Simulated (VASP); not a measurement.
# V(100) in VASP, part 2 of 2

Aim: model V(100) by a slab and find how far its highest filled level lies below the vacuum.

VASP 6.6.1; PBE, spin-polarised from a ferromagnetic start; plane waves and PAW (V).

Still holding for the runs below: The magnetic state follows from one typed start and may not be the lowest.

So far: Set-up; Vacuum level and density of states.

**2. Vacuum level and density of states (continued)**

Valence density in the ca plane at fractional y = 0.000, with atoms of V within 0.2 Å of it. It is the smooth field of the valence electrons, not physical close to the nuclei.

Values in e/Å³, 5 rows by 16 columns, each cell a mean:
```
0.0 0.6 1.0 0.2 0.6 1.0 0.2 0.6 1.0 0.2 0.5 1.1 0.1 0.0 0.0 0.0
0.0 0.2 0.3 0.2 0.3 0.3 0.2 0.3 0.3 0.2 0.3 0.2 0.1 0.0 0.0 0.0
0.0 0.1 0.2 0.2 0.2 0.2 0.2 0.2 0.2 0.2 0.2 0.2 0.0 0.0 0.0 0.0
0.0 0.2 0.4 0.2 0.3 0.4 0.2 0.3 0.4 0.2 0.3 0.4 0.1 0.0 0.0 0.0
0.0 0.8 1.2 0.2 0.7 1.3 0.2 0.7 1.3 0.2 0.6 1.5 0.1 0.0 0.0 0.0
```
Columns run along c (16.0 Å, from fractional 0.26 to 0.85 of the cell), rows up along a (3.0 Å). Atoms in or near the plane, at fractional coordinates: V at (0.33, 0.00), V at (0.44, 0.00), V at (0.56, 0.00), V at (0.67, 0.00).

Only the dipole across the slab is computed (IDIPOL = 3); zeros along the plane are no results.

The map of layer states is cut here 0.5 eV above the Fermi level, so it leaves out the states above that.

The vacuum level lies 3.66 eV above the Fermi level at the upper face; both faces agree, as the slab has next to no dipole.

The program found no field-free point at its default tolerance, but its printed level agrees with the flat part of the planar average.

On this mesh the fine structure of the density of states is sampling noise, and high empty states may be cut by the number of bands.

**3. Putting the energies together**

This step: slab, PBE; plane waves and PAW (VASP 6.6.1).

Derived from the runs above.

**4. Slab, other settings: ALGO = "Normal"**

This step: PBE, spin-polarised from a ferromagnetic start; plane waves and PAW (V) (VASP 6.6.1).

The run is repeated with some settings moved, to see what they change.

File INCAR:

```
SYSTEM = V
PREC = Normal
ENCUT = 300
EDIFF = 1E-06
NELM = 120
ISMEAR = -1
SIGMA = 0.1
LREAL = .FALSE.
ALGO = Normal
GGA = PE
NBANDS = 37
ISPIN = 2
MAGMOM = 2 2 2 2 2 2 2
LASPH = .TRUE.
LMAXMIX = 4
LORBIT = 11
LWAVE = .FALSE.
LCHARG = .FALSE.
KPAR = 2
IDIPOL = 3
LDIPOL = .TRUE.
DIPOL = 0.5 0.5 0.5
LVHAR = .TRUE.
LVACPOTAV = .TRUE.
KSPACING = 0.3
```

File POSCAR:

```
V
1.0
    3.0200000000      0.0000000000      0.0000000000
    0.0000000000      3.0200000000      0.0000000000
    0.0000000000      0.0000000000     27.0600000000
V
7
Direct
    0.0000000000      0.0000000000      0.3325942350
    0.5000000000      0.5000000000      0.3883961567
    0.0000000000      0.0000000000      0.4441980783
    0.5000000000      0.5000000000      0.5000000000
    0.0000000000      0.0000000000      0.5558019217
    0.5000000000      0.5000000000      0.6116038433
    0.0000000000      0.0000000000      0.6674057650
```

File KPOINTS:

```
Automatic mesh
0
Gamma
14 14 1
0 0 0
```

PAW data sets: V (PBE family, release 64).

Run with:

```console
mpirun -np 2 vasp_std
```

The log of the run:

```text
[banner, memory and clock lines left out]
running    2 mpi-ranks, on    1 nodes
 distrk:  each k-point on    1 cores,    2 groups
 distr:  one band on    1 cores,    1 groups

 POSCAR found type information on POSCAR V
 POSCAR found :  1 types and       7 ions
 LDA part: xc-table for (Slater+PW92), standard interpolation
 POSCAR, INCAR and KPOINTS ok, starting setup
 FFT: planning ... GRIDC
 FFT: planning ... GRID_SOFT
 FFT: planning ... GRID
 WAVECAR not read
 entering main loop
       N       E                     dE             d eps       ncg     rms          rms(c)
DAV:   1     0.207062600503E+03    0.20706E+03   -0.83986E+03  5328   0.572E+02
DAV:   2    -0.483338546425E+02   -0.25540E+03   -0.23073E+03  5343   0.183E+02
DAV:   3    -0.692105168548E+02   -0.20877E+02   -0.18638E+02  6470   0.717E+01
DAV:   4    -0.709021638969E+02   -0.16916E+01   -0.16123E+01  7585   0.232E+01
DAV:   5    -0.709704545611E+02   -0.68291E-01   -0.67869E-01  7349   0.450E+00    0.330E+01
DAV:   6    -0.156581300542E+03   -0.85611E+02   -0.27775E+02  9792   0.117E+02    0.992E+01
DAV:   7    -0.561113952310E+02    0.10047E+03   -0.14704E+02  8603   0.891E+01    0.302E+01
DAV:   8    -0.667261464320E+02   -0.10615E+02   -0.13883E+02 10032   0.104E+02    0.265E+01
DAV:   9    -0.529840190036E+02    0.13742E+02   -0.25078E+01  8878   0.408E+01    0.133E+01
DAV:  10    -0.528364594362E+02    0.14756E+00   -0.48068E+00  8179   0.200E+01    0.115E+01
DAV:  11    -0.524402575483E+02    0.39620E+00   -0.58719E-01  7781   0.786E+00    0.958E+00
DAV:  12    -0.546628029247E+02   -0.22225E+01   -0.23426E+00  7689   0.115E+01    0.930E+00
DAV:  13    -0.566248718938E+02   -0.19621E+01   -0.47442E+00  8738   0.218E+01    0.847E+00
DAV:  14    -0.579028479380E+02   -0.12780E+01   -0.20439E+00  7571   0.114E+01    0.619E+00
DAV:  15    -0.583735993335E+02   -0.47075E+00   -0.51869E-01  7589   0.522E+00    0.670E+00
DAV:  16    -0.574917011783E+02    0.88190E+00   -0.92945E-01  6621   0.655E+00    0.533E+00
DAV:  17    -0.569775346855E+02    0.51417E+00   -0.53301E-01  7878   0.449E+00    0.540E+00
DAV:  18    -0.554241178336E+02    0.15534E+01   -0.14908E+00  6734   0.431E+00    0.437E+00
DAV:  19    -0.539696947896E+02    0.14544E+01   -0.87207E-01  7168   0.502E+00    0.296E+00
DAV:  20    -0.540659082082E+02   -0.96213E-01   -0.21285E-01  7082   0.301E+00    0.181E+00
DAV:  21    -0.552870274450E+02   -0.12211E+01   -0.27124E-01  7058   0.256E+00    0.142E+00
DAV:  22    -0.562160916383E+02   -0.92906E+00   -0.24248E-01  6931   0.252E+00    0.174E+00
DAV:  23    -0.566487846027E+02   -0.43269E+00   -0.16439E-01  6878   0.132E+00    0.148E+00
DAV:  24    -0.572442388471E+02   -0.59545E+00   -0.19576E-01  7200   0.169E+00    0.144E+00
DAV:  25    -0.577374008289E+02   -0.49316E+00   -0.16245E-01  6634   0.132E+00    0.160E+00
DAV:  26    -0.581734265666E+02   -0.43603E+00   -0.26535E-01  8024   0.247E+00    0.804E-01
DAV:  27    -0.586607220003E+02   -0.48730E+00   -0.13790E-01  7128   0.132E+00    0.621E-01
DAV:  28    -0.589824102946E+02   -0.32169E+00   -0.25379E-01  6772   0.136E+00    0.589E-01
DAV:  29    -0.592648170448E+02   -0.28241E+00   -0.35549E-01  6827   0.201E+00    0.116E+00
DAV:  30    -0.593582151876E+02   -0.93398E-01   -0.92227E-02  6387   0.113E+00    0.955E-01
[...]
DAV:  36    -0.596600183641E+02   -0.11803E-01   -0.45012E-04  6682   0.823E-02    0.774E-02
DAV:  37    -0.596634383784E+02   -0.34200E-02   -0.14711E-04  7076   0.631E-02    0.822E-02
DAV:  38    -0.596638845719E+02   -0.44619E-03   -0.70998E-05  6921   0.543E-02    0.432E-02
DAV:  39    -0.596641203787E+02   -0.23581E-03   -0.33932E-05  7060   0.271E-02    0.287E-02
DAV:  40    -0.596642244307E+02   -0.10405E-03   -0.18541E-05  5904   0.150E-02    0.200E-02
DAV:  41    -0.596642882357E+02   -0.63805E-04   -0.13897E-05  5627   0.950E-03    0.161E-02
DAV:  42    -0.596643083524E+02   -0.20117E-04   -0.65868E-06  6267   0.126E-02    0.973E-03
DAV:  43    -0.596643215820E+02   -0.13230E-04   -0.36219E-06  5891   0.674E-03    0.505E-03
DAV:  44    -0.596643370962E+02   -0.15514E-04   -0.28957E-06  5123   0.428E-03    0.297E-03
DAV:  45    -0.596643405648E+02   -0.34686E-05   -0.69104E-07  4700   0.318E-03    0.216E-03
DAV:  46    -0.596643431445E+02   -0.25797E-05   -0.52200E-07  4286   0.241E-03    0.126E-03
DAV:  47    -0.596643438212E+02   -0.67673E-06   -0.15622E-07  3832   0.192E-03
 [... a notice as in an earlier step ...]

   1 F= -.59664344E+02 E0= -.59465624E+02  d E =-.397440E+00  mag=     1.3306
```

It took 6.1 min on 2 MPI ranks of Intel Xeon Platinum 8375C at 2.90GHz (Ice Lake), shared host; peak memory 0.61 GiB.

OUTCAR, selected parts (step 4):

```text
The static configuration has the point symmetry D_4h.

 Found     36 irreducible k-points:

   k-points           NKPTS =     36   k-points in BZ     NKDIM =     36   number of bands    NBANDS=     37

   NELECT =      35.0000    total number of electrons

 E-fermi :   0.2613

 spin component 1
 k-point     1 :       0.0000    0.0000    0.0000
  band No.  band energies     occupation
    ...
      9      -2.1340      1.00000
     10      -1.4936      1.00000
     11      -0.5742      0.99976
     12      -0.0269      0.94696
     13      -0.0038      0.93409
     14       0.3771      0.23896
     15       0.3771      0.23896
     16       0.3833      0.22793
     17       0.3833      0.22793
     18       0.5110      0.07607
    ...

 k-point     2 :       0.0714    0.0000    0.0000
  band No.  band energies     occupation
    ...
      9      -2.0855      1.00000
     10      -1.4714      1.00000
     11      -0.5966      0.99981
     12      -0.0712      0.96528
     13      -0.0403      0.95328
     14       0.3151      0.36876
     15       0.3198      0.35774
     16       0.3247      0.34662
     17       0.4436      0.13906
     18       0.4648      0.11553
    ...

 k-point     3 :       0.1429    0.0000    0.0000
  band No.  band energies     occupation
    ...
     12      -0.2001      0.99019
     13      -0.1293      0.98028
     14       0.1003      0.83345
     15       0.1835      0.68527
     16       0.1990      0.65084
     17       0.2821      0.44830
     18       0.4297      0.15662
     19       0.5032      0.08173
     20       0.6357      0.02312
     21       0.6378      0.02264
    ...

 k-point     4 :       0.2143    0.0000    0.0000
  band No.  band energies     occupation
    ...
     14      -0.1475      0.98351
     15      -0.0765      0.96699
     16       0.0674      0.87426
     17       0.1799      0.69287
     18       0.2253      0.58909
     19       0.4602      0.12036
     20       0.6116      0.02921
     21       0.6282      0.02486
     22       0.9080      0.00155
     23       0.9206      0.00137
    ...

  Total       -8.0380915     -8.0380915     -6.0691328      0.0000000     -0.0000000     -0.0000000
  in kB      -52.1821355    -52.1821355    -39.3999385      0.0000000     -0.0000000     -0.0000000
  external PRESSURE =     -47.9214032 kB  Pullay stress =       0.0000000 kB

 POSITION                                       TOTAL-FORCE (eV/Angst)
 -----------------------------------------------------------------------------------
      0.00000      0.00000      9.00000         0.000000      0.000000      1.125612
      1.51000      1.51000     10.51000         0.000000      0.000000     -0.582356
      0.00000      0.00000     12.02000         0.000000      0.000000     -0.227015
      1.51000      1.51000     13.53000         0.000000      0.000000     -0.000000
      0.00000      0.00000     15.04000         0.000000      0.000000      0.227015
      1.51000      1.51000     16.55000         0.000000      0.000000      0.582356
      0.00000      0.00000     18.06000        -0.000000     -0.000000     -1.125612
 -----------------------------------------------------------------------------------
    total drift:                                0.000000     -0.000000      0.000000

  FREE ENERGIE OF THE ION-ELECTRON SYSTEM (eV)
  ---------------------------------------------------
  free  energy   TOTEN  =       -59.6643438212 eV

  energy  without entropy=      -59.2669042915  energy(sigma->0) =      -59.46562406

 vacuum level on the upper side and lower side of the slab         3.924         3.924

 magnetization (x)
# of ion       s       p       d       tot
------------------------------------------
    1        0.013  -0.001   0.981   0.994
    2       -0.007  -0.013  -0.309  -0.329
    3       -0.002  -0.007  -0.108  -0.117
    4        0.001   0.005   0.023   0.028
    5       -0.002  -0.007  -0.108  -0.117
    6       -0.007  -0.013  -0.309  -0.329
    7        0.013  -0.001   0.981   0.994
--------------------------------------------------
tot          0.010  -0.038   1.151   1.123

[... 9 parts as in an earlier step ...]

[... 9 further parts left out ...]
```

ALGO acts on the way to self-consistency or on speed; a fully converged result doesn't depend on them, though slow mixing can meet EDIFF with the stress still off.

This step gave:

* electronic cycles: 47
* Fermi energy: 0.2613 eV
* moment of the cell, from the last line of the log: 1.331 μB
* vacuum levels: 3.924, 3.924 eV
* work functions of the upper and lower face: 3.663, 3.663 eV

Force by atom:

| atom | x (eV/Å) | y (eV/Å) | z (eV/Å) | size |
| --- | --- | --- | --- | --- |
| V1 | 0.00 | 0.00 | 1.13 | 1.13 |
| V2 | 0.00 | 0.00 | -0.58 | 0.58 |
| V3 | 0.00 | 0.00 | -0.23 | 0.23 |
| V4 | 0.00 | 0.00 | 0.00 | 0.00 |
| V5 | 0.00 | 0.00 | 0.23 | 0.23 |
| V6 | 0.00 | 0.00 | 0.58 | 0.58 |
| V7 | 0.00 | 0.00 | -1.13 | 1.13 |

Settings moved on purpose: ALGO = Normal.

Against the run that it repeats, NBANDS also differs.

Side by side:

| quantity | this run | the run it repeats | difference |
| --- | --- | --- | --- |
| energy at zero smearing (eV) | -59.466 | -59.466 | -1.4e-5 |
| free energy (TOTEN) (eV) | -59.664 | -59.664 | -6.5e-6 |
| Fermi energy (eV) | 0.2613 | 0.2624 | -0.00110 |
| moment of the cell, from the last line of the log (μB) | 1.3306 | 1.3331 | -0.00250 |
| electronic cycles | 47 | 39 | 8 |

The energy stays within 0.1 meV an atom.

**5. Results**

```yaml
work_function_of_the_slab: 3.66 eV
```

What this shows: The work function is 3.66 eV at both faces. The largest moment is 0.99 μB. No atom was relaxed. The cell in the plane was kept as given and was not relaxed here.

[Lines on the potential files, build, host, timing and source positions are cut from VASP's logs without a mark.]

[Logs are printed without paths, hosts, clocks, repeated set-up lines and the standing remarks that a program may print on its own settings, such as how far it seeks lower states.]

[Hosts, paths, dates, database ids (printed as entryN), source tags and the programs' standing remarks are cut or masked in the printed files.]

[In band tables of VASP the shares of atoms and orbitals are scaled to a sum of 1 inside the atoms' spheres.]

[Runs that stopped without an error message from VASP are left out.]
